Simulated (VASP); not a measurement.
Data:

```
CELL_PARAMETERS angstrom
      4.00639     0.00000     0.00000
      0.00000     4.00639     0.00000
      0.00000     0.00000     4.00639
ATOMIC_POSITIONS crystal
  Ba 0.00000 0.00000 0.00000
  Ti 0.50000 0.50000 0.50000
  O  0.50000 0.00000 0.50000
  O  0.00000 0.50000 0.50000
  O  0.50000 0.50000 0.00000
```

Computed with PBE GGA with D3 dispersion (Becke-Johnson damping), VASP's PBE PAW potentials (set 64) (plane waves; VASP). Settings: 520 eV cut-off, 6×6×6 Γ-centred mesh, tetrahedra with Blöchl corrections, potentials Ba_sv Ti_sv O.

The cores are frozen, which limits the accuracy of field gradients.

Give the principal components of the electric field gradient (V/Å²) and the asymmetry η at each nucleus.

| atom | Vxx | Vyy | Vzz | η |
|---|---|---|---|---|
| Ba1 | 0.0 | 0.0 | 0.0 | - |
| Ti2 | 0.0 | 0.0 | 0.0 | - |
| O3 | -12.5 | -12.5 | 25.1 | 0.00 |
| O4 | -12.5 | -12.5 | 25.1 | 0.00 |
| O5 | -12.5 | -12.5 | 25.1 | 0.00 |

The compound is BaTiO3 in the cubic perovskite structure, the ideal cubic form; the compound distorts at low or room temperature. It was relaxed first.
